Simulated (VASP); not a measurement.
VASP ran on this input.

KPOINTS:
```
Automatic mesh
0
Gamma
9 9 9
0 0 0
```

INCAR:
```
ISIF = 3   ! ions, shape and volume
ALGO = Normal   ! blocked Davidson
LASPH = .TRUE.   ! aspherical one-centre terms
SIGMA = 0.02   ! width (eV)
LREAL = .FALSE.   ! projection in real space or not
ENCUT = 300   ! plane-wave cut-off (eV)
ISMEAR = -1
NSW = 50
LWAVE = .FALSE.
SYSTEM = Na2S
EDIFF = 1E-6
EDIFFG = -0.01   ! ionic stop
PREC = Accurate
IBRION = 2   ! conjugate gradients
LCHARG = .FALSE.
NELM = 100   ! most electronic steps
```

POSCAR:
```
Na2S
1
    0.0000000000     3.2700000000     3.2700000000
    3.2700000000     0.0000000000     3.2700000000
    3.2700000000     3.2700000000     0.0000000000
Na S
2 1
Direct
  0.2500000000   0.2500000000   0.2500000000
  0.7500000000   0.7500000000   0.7500000000
  0.0000000000   0.0000000000   0.0000000000
```

POTCAR, in this order: Na_pv S (LDA.64 set). Program: vasp_std.

### Question
Write an equivalent input for Ansatz.

### Answer
One equivalent input (not run):
Ansatz 0.2 input:
```yaml
crystal:
  lattice:
    - [0.0000000, 3.2700000, 3.2700000]
    - [3.2700000, 0.0000000, 3.2700000]
    - [3.2700000, 3.2700000, 0.0000000]
  atoms:
    - { symbol: Na, position: [0.2500000, 0.2500000, 0.2500000] }
    - { symbol: Na, position: [0.7500000, 0.7500000, 0.7500000] }
    - { symbol: S, position: [0.0000000, 0.0000000, 0.0000000] }
kpoints:
  mp_grid: { grid: [9, 9, 9] }
hamiltonian:
  xc: lda
  pseudopotentials: { kind: paw }
scf:
  occupations: { method: fermi_dirac, width: 0.02 }
  max_iter: 100
relax:
  max_steps: 50
  f_tol: 0.01
  cell: {}
output: { forces: true, stress: true, eigenvalues: true }
```
The two are equivalent in intent, not identical: each code has its own PAW files, so the cut-off isn't converted (ENCUT is set for VASP's; basis.ecutwfc is left out, and Ansatz then takes the one that its files recommend); Ansatz stops its SCF on the density residual and VASP on the energy change (EDIFF); Ansatz's lda is the Perdew-Wang form, while the LDA potentials of VASP carry Perdew-Zunger's.

The structure is a typed Na2S crystal. This run relaxes it. Symmetry was kept, so distortions that lower it aren't found. The run is one of a series of settings (EDIFFG = -0.01, IBRION = 2, ISIF = 3, NSW = 50 against the base run), some of them coarse on purpose.
